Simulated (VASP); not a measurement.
These are PBE GGA with D4 dispersion, VASP's PBE PAW potentials (set 64) (plane waves; VASP) values and carry that method's errors.

Input for VASP

**INCAR**
```
ALGO = Normal
EDIFF = 1E-7
EDIFFG = -0.01
ENCUT = 520
GGA = PE
IBRION = 2
ISIF = 4
ISMEAR = 1
IVDW = 13
LASPH = .TRUE.
LCHARG = .FALSE.
LMAXMIX = 6
LREAL = .FALSE.
LWAVE = .FALSE.
NELM = 100
NSW = 30
PREC = Accurate
SIGMA = 0.1
SYSTEM = Gd
```

**POSCAR**
```
Gd
1
    1.8205645382    -3.1533100651     0.0000000000
    1.8205645382     3.1533100651     0.0000000000
    0.0000000000     0.0000000000     5.7091259922
Gd
2
Direct
  0.3333330000   0.6666670000   0.2500000000
  0.6666670000   0.3333330000   0.7500000000
```

### KPOINTS
```
Regular mesh
0
G
 12 12 7
0 0 0
```

POTCAR, in this order: Gd_3 (PBE.64 set). Program: vasp_std.

The resulting files:

File OSZICAR:
```
       N       E                     dE             d eps       ncg     rms          rms(c)
DAV:   1     0.392139611149E+02    0.39214E+02   -0.89231E+03  1976   0.122E+03
DAV:   2    -0.737771863241E+01   -0.46592E+02   -0.45531E+02  2181   0.236E+02
DAV:   3    -0.911691653295E+01   -0.17392E+01   -0.16363E+01  2730   0.276E+01
DAV:   4    -0.914746853589E+01   -0.30552E-01   -0.30306E-01  2355   0.374E+00
DAV:   5    -0.914852598628E+01   -0.10575E-02   -0.10573E-02  3015   0.520E-01    0.226E+01
DAV:   6    -0.915014806773E+01   -0.16221E-02   -0.21062E-02  2261   0.117E+00    0.135E+01
DAV:   7    -0.915884599157E+01   -0.86979E-02   -0.37862E-02  2171   0.157E+00    0.206E-01
DAV:   8    -0.915853367341E+01    0.31232E-03   -0.21209E-03  2361   0.345E-01    0.577E-02
DAV:   9    -0.915854225881E+01   -0.85854E-05   -0.20806E-04  2506   0.106E-01    0.342E-02
DAV:  10    -0.915853694114E+01    0.53177E-05   -0.31974E-05  2375   0.399E-02    0.430E-02
DAV:  11    -0.915853843544E+01   -0.14943E-05   -0.53524E-06  2296   0.164E-02    0.188E-03
DAV:  12    -0.915853862948E+01   -0.19403E-06   -0.38453E-07  2649   0.421E-03    0.389E-03
DAV:  13    -0.915853857332E+01    0.56152E-07   -0.16961E-08  1333   0.104E-03
   1 F= -.97376822E+01 E0= -.97374590E+01  d E =-.973768E+01
       N       E                     dE             d eps       ncg     rms          rms(c)
DAV:   1    -0.915873197096E+01   -0.19334E-03   -0.69594E-03  2006   0.605E-01    0.520E-02
DAV:   2    -0.915864150754E+01    0.90463E-04   -0.11190E-04  2306   0.858E-02    0.333E-02
DAV:   3    -0.915860272168E+01    0.38786E-04   -0.53225E-05  2566   0.550E-02    0.166E-02
DAV:   4    -0.915860295140E+01   -0.22972E-06   -0.74372E-06  2561   0.190E-02    0.861E-03
DAV:   5    -0.915860289249E+01    0.58915E-07   -0.19197E-07  1950   0.336E-03
   2 F= -.97377419E+01 E0= -.97374689E+01  d E =-.596802E-04
       N       E                     dE             d eps       ncg     rms          rms(c)
DAV:   1    -0.915897497053E+01   -0.37202E-03   -0.18970E-02  1996   0.999E-01    0.858E-02
DAV:   2    -0.915872706947E+01    0.24790E-03   -0.30574E-04  2296   0.142E-01    0.554E-02
DAV:   3    -0.915862203101E+01    0.10504E-03   -0.14414E-04  2554   0.902E-02    0.283E-02
DAV:   4    -0.915862261859E+01   -0.58758E-06   -0.20021E-05  2556   0.312E-02    0.144E-02
DAV:   5    -0.915862252883E+01    0.89763E-07   -0.58695E-07  2693   0.565E-03
   3 F= -.97377533E+01 E0= -.97373986E+01  d E =-.711097E-04
```

File OUTCAR:
```
------------------------ aborting loop because EDIFF is reached ----------------------------------------
  Edisp (eV):   -0.57913
  FORCE on cell =-STRESS in cart. coord.  units (eV):
  Direction    XX          YY          ZZ          XY          YZ          ZX
  --------------------------------------------------------------------------------------
  Total      -0.50912    -0.50912    -0.52876     0.00000     0.00000     0.00000
  in kB     -12.44399   -12.44399   -12.92410     0.00000     0.00000     0.00000
  external pressure =      -12.60 kB  Pullay stress =        0.00 kB
  volume of cell :       65.55
      direct lattice vectors                 reciprocal lattice vectors
     1.817831883 -3.148576983  0.000000000     0.275052938 -0.158801898  0.000000000
     1.817831883  3.148576983 -0.000000000     0.275052938  0.158801898  0.000000000
     0.000000000  0.000000000  5.726303348     0.000000000  0.000000000  0.174632732
 POSITION                                       TOTAL-FORCE (eV/Angst)
 -----------------------------------------------------------------------------------
      1.81783      1.04953      1.43158         0.000000      0.000000      0.000000
      1.81783     -1.04953      4.29473        -0.000000     -0.000000      0.000000
 -----------------------------------------------------------------------------------
    total drift:                                0.000000      0.000115     -0.000011
  FREE ENERGIE OF THE ION-ELECTRON SYSTEM (eV)
  ---------------------------------------------------
  free  energy   TOTEN  =        -9.7377533262 eV

  energy  without entropy=       -9.7366892463  energy(sigma->0) =       -9.73739863

 reached required accuracy - stopping structural energy minimisation
```
(Selected blocks of OUTCAR.)

File CONTCAR:
```
Gd
   1.00000000000000
     1.8178318834150367   -3.1485769831104671    0.0000000000000000
     1.8178318834150367    3.1485769831104671   -0.0000000000000000
     0.0000000000000000    0.0000000000000000    5.7263033479177325
  Gd
     2
Direct
     0.3333330000000032    0.6666669999999968    0.2500000000000000
     0.6666669999999968    0.3333330000000032    0.7500000000000000
```

The 4f electrons are frozen in the core of the lanthanide potential, so 4f levels, which can set the real gap, and their magnetism are missing.

The compound is Gd in the hcp structure. This cell is one point of a volume scan, at 1.03 of the reference volume. Symmetry was kept, so distortions that lower it aren't found.
